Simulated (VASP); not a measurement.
# LiLaScO4 (P4/nmm) in VASP: single point with r2SCAN

Aim: the single point of LiLaScO4 with r2SCAN.

Program: VASP 6.6.1. These are calculated values, not measurements. Logs are shortened: lines on timing, memory, paths and dates and some standing lists are left out, and cuts for length are marked.

### 1 The crystal as given

Symmetry: P4/nmm, No. 129, tetragonal system. Conventional cell: a = 3.797 Å, b = 3.797 Å, c = 12.162 Å, α = 90.00°, β = 90.00°, γ = 90.00°. Around Li (site symmetry -4m2) lie 4 O at 2.03 Å. Around La (site symmetry 4mm) lie 9 O at 2.45 to 2.72 Å. Sc (site symmetry 4mm) is surrounded by 5 O at 1.78 to 1.95 Å. O (site symmetry 2mm) is surrounded by 2 Sc at 1.95 Å. O (site symmetry 4mm) has 5 La at 2.45 to 2.72 Å and 1 Sc at 2.59 Å as nearest neighbours. Around O (site symmetry 4mm) lie 1 Sc at 1.78 Å and 4 Li at 2.03 Å.

The cell was built by a generator and needn't be a form met in nature.

### 2 Single point, r2SCAN

POSCAR

```
LiLaScO4
1.0
    3.7965210000      0.0000000000      0.0000000000
    0.0000000000      3.7965210000      0.0000000000
    0.0000000000      0.0000000000     12.1620930000
Li La Sc O
2 2 2 8
Direct
    0.0000000000      0.0000000000      0.0000000000
    0.5000000000      0.5000000000      0.0000000000
    0.0000000000      0.5000000000      0.3802000000
    0.5000000000      0.0000000000      0.6198000000
    0.0000000000      0.5000000000      0.7950000000
    0.5000000000      0.0000000000      0.2050000000
    0.0000000000      0.0000000000      0.7570000000
    0.5000000000      0.5000000000      0.7570000000
    0.5000000000      0.5000000000      0.2430000000
    0.0000000000      0.0000000000      0.2430000000
    0.0000000000      0.5000000000      0.5820000000
    0.5000000000      0.0000000000      0.4180000000
    0.0000000000      0.5000000000      0.9410000000
    0.5000000000      0.0000000000      0.0590000000
```

INCAR.step1

```
PREC = Accurate
ENCUT = 520
ISMEAR = -1
SIGMA = 0.0322
LREAL = False
LASPH = True
NELM = 80
NBANDS = 62
GGA = PE
ALGO = Normal
EDIFF = 1E-4
LWAVE = True
LCHARG = False
```

INCAR.step2

```
PREC = Accurate
ENCUT = 520
EDIFF = 1E-6
ISMEAR = -1
SIGMA = 0.0322
LREAL = False
LASPH = True
NELM = 80
ALGO = Normal
ISIF = 2
LWAVE = False
LCHARG = False
METAGGA = R2SCAN
LMIXTAU = True
NBANDS = 62
ISTART = 1
```

KPOINTS

```
regular mesh
0
Gamma
  9 9 3
```

Potentials or basis: VASP PAW PBE potentials, release 64 (Li_sv, La, Sc_sv, O).

Launch:

```bash
$ cat potpaw_PBE.64/Li_sv/POTCAR potpaw_PBE.64/La/POTCAR potpaw_PBE.64/Sc_sv/POTCAR potpaw_PBE.64/O/POTCAR > POTCAR
$ cp INCAR.step1 INCAR
$ mpirun -np 1 vasp_std > vasp.out
$ cp INCAR.step2 INCAR
$ mpirun -np 1 vasp_std > vasp.out
```

OUTCAR:

```text
PREC = Accurate
   ENCUT = 520
   EDIFF = 1E-6
   ISMEAR = -1
   LREAL = False
   LASPH = True
   NELM = 80
   ISIF = 2
   METAGGA = R2SCAN
   ISTART = 1

 ion  position               nearest neighbor table
   1  0.000  0.000  0.000-  13 2.03  14 2.03  13 2.03  14 2.03
   2  0.500  0.500  0.000-  13 2.03  14 2.03  14 2.03  13 2.03
   3  0.000  0.500  0.380-  11 2.45  10 2.53   9 2.53  10 2.53   9 2.53  12 2.72  12 2.72  12 2.72
                            12 2.72   6 3.43   6 3.43   6 3.43   6 3.43
   4  0.500  0.000  0.620-  12 2.45   8 2.53   7 2.53   8 2.53   7 2.53  11 2.72  11 2.72  11 2.72
                            11 2.72   5 3.43   5 3.43   5 3.43   5 3.43
   5  0.000  0.500  0.795-  13 1.78   8 1.95   7 1.95   7 1.95   8 1.95  11 2.59   4 3.43   4 3.43
                             4 3.43   4 3.43
   6  0.500  0.000  0.205-  14 1.78  10 1.95   9 1.95   9 1.95  10 1.95  12 2.59   3 3.43   3 3.43
                             3 3.43   3 3.43
   7  0.000  0.000  0.757-   5 1.95   5 1.95   4 2.53   4 2.53
   8  0.500  0.500  0.757-   5 1.95   5 1.95   4 2.53   4 2.53
   9  0.500  0.500  0.243-   6 1.95   6 1.95   3 2.53   3 2.53
  10  0.000  0.000  0.243-   6 1.95   6 1.95   3 2.53   3 2.53
  11  0.000  0.500  0.582-   3 2.45   5 2.59   4 2.72   4 2.72   4 2.72   4 2.72
  12  0.500  0.000  0.418-   4 2.45   6 2.59   3 2.72   3 2.72   3 2.72   3 2.72
  13  0.000  0.500  0.941-   5 1.78   2 2.03   1 2.03   1 2.03   2 2.03
  14  0.500  0.000  0.059-   6 1.78   2 2.03   1 2.03   2 2.03   1 2.03

  LATTYP: Found a simple tetragonal cell.
 ALAT       =     3.7965210000
 C/A-ratio  =     3.2034836631

  Lattice vectors:

 A1 = (   3.7965210000,   0.0000000000,   0.0000000000)
 A2 = (   0.0000000000,   3.7965210000,   0.0000000000)
 A3 = (   0.0000000000,   0.0000000000,  12.1620930000)

Analysis of symmetry for initial positions (statically):
=====================================================================
 Subroutine PRICEL returns:
 Original cell was already a primitive cell.

 Routine SETGRP: Setting up the symmetry group for a
 simple tetragonal supercell.

 Subroutine GETGRP returns: Found 16 space group operations
 (whereof  8 operations were pure point group operations)
 out of a pool of 16 trial point group operations.

The static configuration has the point symmetry D_2d.
 The point group associated with its full space group is D_4h.

Analysis of symmetry for dynamics (positions and initial velocities):
=====================================================================
 Subroutine PRICEL returns:
 Original cell was already a primitive cell.

 Routine SETGRP: Setting up the symmetry group for a
 simple tetragonal supercell.

 Subroutine GETGRP returns: Found 16 space group operations
[... 149 lines left out ...]
  volume/ion in A,a.u.               =      12.52        84.50
  Fermi-wavevector in a.u.,A,eV,Ry     =   1.348622  2.548526 24.746019  1.818781
  Thomas-Fermi vector in A             =   2.476276
   LORBIT       =      0    0 simple, 1 ext, 2 COOP (PROOUT), +10 PAW based schemes
   METAGGA = R2SCAN    functional components
   LHFCALC =     F    Hartree Fock is set to
   AEXX    =    0.0000 exact exchange contribution
   IVDW    =     0    specifies the selected vdW correction
   LEPSILON=     F    determine dielectric tensor
   LRPA    =     F    only Hartree local field effects (RPA)
 non-spin polarized calculation
  energy-cutoff  :      520.00
  volume of cell :      175.30
 maximum number of plane-waves:      4747
   NGX = 15   NGY = 15   NGZ = 45

 number of electron      97.9999962 magnetization

 Free energy of the ion-electron system (eV)
  ---------------------------------------------------
  ext. energy  EPLUGINS =         0.00000000
  ---------------------------------------------------
  free energy    TOTEN  =      -174.76388640 eV

  energy without entropy =     -174.69835575  energy(sigma->0) =     -174.73112107

 E-fermi :   3.1496     XC(G=0): -11.0828

 val. band max:        3.1463934057   @ k =   0.4444   0.0000   0.3333
 cond. band min:       3.1521430059   @ k =   0.4444   0.3333   0.3333
 fundamental gap:      0.0057496002
 Fermi energy:         3.1496134950

 k-point     1 :       0.0000    0.0000    0.0000
  band No.  band energies     occupation
      1     -43.6596      2.00000
      2     -43.6595      2.00000
      3     -40.4145      2.00000
      4     -40.3586      2.00000
      5     -27.8095      2.00000
      6     -27.7058      2.00000
[... 1525 lines left out ...]
     60       8.9664      0.00000
     61       9.0296      0.00000

 [... further k-points ...]

 [bands above 61 left out]

------------------------ aborting loop because EDIFF is reached ----------------------------------------

  FORCE on cell =-STRESS in cart. coord.  units (eV):
  Direction    XX          YY          ZZ          XY          YZ          ZX
  --------------------------------------------------------------------------------------
  -------------------------------------------------------------------------------------
  Total       13.1128790     13.1128790     17.7418601      0.0000000      0.0000000      0.0000000
  in kB      119.8474236    119.8474236    162.1547964      0.0000000      0.0000000      0.0000000
  external PRESSURE =     133.9498812 kB  Pullay stress =       0.0000000 kB

 VOLUME and BASIS-vectors are now :
 -----------------------------------------------------------------------------
  energy-cutoff  :      520.00
  volume of cell :      175.30
      direct lattice vectors                 reciprocal lattice vectors
     3.796521000  0.000000000  0.000000000     0.263399043  0.000000000  0.000000000
     0.000000000  3.796521000  0.000000000     0.000000000  0.263399043  0.000000000
     0.000000000  0.000000000 12.162093000     0.000000000  0.000000000  0.082222690

 POSITION                                       TOTAL-FORCE (eV/Angst)
 -----------------------------------------------------------------------------------
      0.00000      0.00000      0.00000         0.000000      0.000000      0.000000
      1.89826      1.89826      0.00000        -0.000000      0.000000      0.000000
      0.00000      1.89826      4.62403         0.000000     -0.000000     -0.820641
      1.89826      0.00000      7.53807         0.000000     -0.000000      0.820641
      0.00000      1.89826      9.66886         0.000000     -0.000000     -1.910655
      1.89826      0.00000      2.49323        -0.000000      0.000000      1.910655
      0.00000      0.00000      9.20670         0.000000     -0.000000     -1.588714
      1.89826      1.89826      9.20670         0.000000     -0.000000     -1.588714
      1.89826      1.89826      2.95539         0.000000      0.000000      1.588714
      0.00000      0.00000      2.95539         0.000000      0.000000      1.588714
      0.00000      1.89826      7.07834         0.000000      0.000000     -0.911731
      1.89826      0.00000      5.08375         0.000000     -0.000000      0.911731
      0.00000      1.89826     11.44453         0.000000     -0.000000      4.874676
      1.89826      0.00000      0.71756         0.000000      0.000000     -4.874676
 -----------------------------------------------------------------------------------
    total drift:                                0.000000      0.000000      0.000000

  FREE ENERGIE OF THE ION-ELECTRON SYSTEM (eV)
  ---------------------------------------------------
  free  energy   TOTEN  =      -174.7638863998 eV

  energy  without entropy=     -174.6983557475  energy(sigma->0) =     -174.73112107
```

OSZICAR.step1:

```text
N       E                     dE             d eps       ncg     rms          rms(c)
DAV:   1     0.165392051420E+04    0.16539E+04   -0.39621E+04  3888   0.227E+03
DAV:   2     0.415396571159E+03   -0.12385E+04   -0.11627E+04  4072   0.638E+02
DAV:   3     0.658065584698E+01   -0.40882E+03   -0.37763E+03  5976   0.312E+02
DAV:   4    -0.107718478411E+03   -0.11430E+03   -0.11139E+03  6378   0.150E+02
DAV:   5    -0.117301879061E+03   -0.95834E+01   -0.90562E+01  6450   0.482E+01    0.388E+01
DAV:   6    -0.103978527433E+03    0.13323E+02   -0.11937E+02  6310   0.615E+01    0.189E+01
DAV:   7    -0.104145131056E+03   -0.16660E+00   -0.24060E+01  6600   0.310E+01    0.143E+01
DAV:   8    -0.102910937580E+03    0.12342E+01   -0.10788E+01  7072   0.183E+01    0.948E+00
DAV:   9    -0.102928175218E+03   -0.17238E-01   -0.57663E+00  6400   0.118E+01    0.561E+00
DAV:  10    -0.103298831124E+03   -0.37066E+00   -0.22354E+00  6932   0.784E+00    0.773E+00
DAV:  11    -0.102627640479E+03    0.67119E+00   -0.11652E+00  6688   0.623E+00    0.200E+00
DAV:  12    -0.102629559947E+03   -0.19195E-02   -0.23428E-01  5840   0.262E+00    0.202E+00
DAV:  13    -0.102584270526E+03    0.45289E-01   -0.10099E-01  6712   0.181E+00    0.464E-01
DAV:  14    -0.102587760939E+03   -0.34904E-02   -0.22037E-02  5696   0.720E-01    0.753E-01
DAV:  15    -0.102584919353E+03    0.28416E-02   -0.10927E-02  6376   0.529E-01    0.247E-01
DAV:  16    -0.102585014960E+03   -0.95607E-04   -0.28250E-03  6056   0.263E-01    0.167E-01
DAV:  17    -0.102585001829E+03    0.13131E-04   -0.88254E-04  3944   0.178E-01
   1 F= -.10258500E+03 E0= -.10255301E+03  d E =-.639799E-01
```

Wall time 34 min (1 thread of Intel Xeon Platinum 8488C (Sapphire Rapids), shared host); peak memory 0.48 GiB.

What came out:

- Free energy: -174.7639 eV
- Largest force: 4.875 eV/Å
- Band gap on the k mesh: none (metal or under the smearing width)

Forces in eV/Å, atoms in the order of the input:
```
Li   0.000  0.000  0.000
Li   0.000  0.000  0.000
La   0.000  0.000 -0.821
La   0.000  0.000  0.821
Sc   0.000  0.000 -1.911
Sc   0.000  0.000  1.911
O    0.000  0.000 -1.589
O    0.000  0.000 -1.589
O    0.000  0.000  1.589
O    0.000  0.000  1.589
O    0.000  0.000 -0.912
O    0.000  0.000  0.912
O    0.000  0.000  4.875
O    0.000  0.000 -4.875
```

Caveat: the cutoff is under 1.25 times the usual one of these potentials, so pressure, stress and relaxed cells hold a basis-set (Pulay) error; the PAW data sets were made with another functional, which shifts forces and pressure a little.
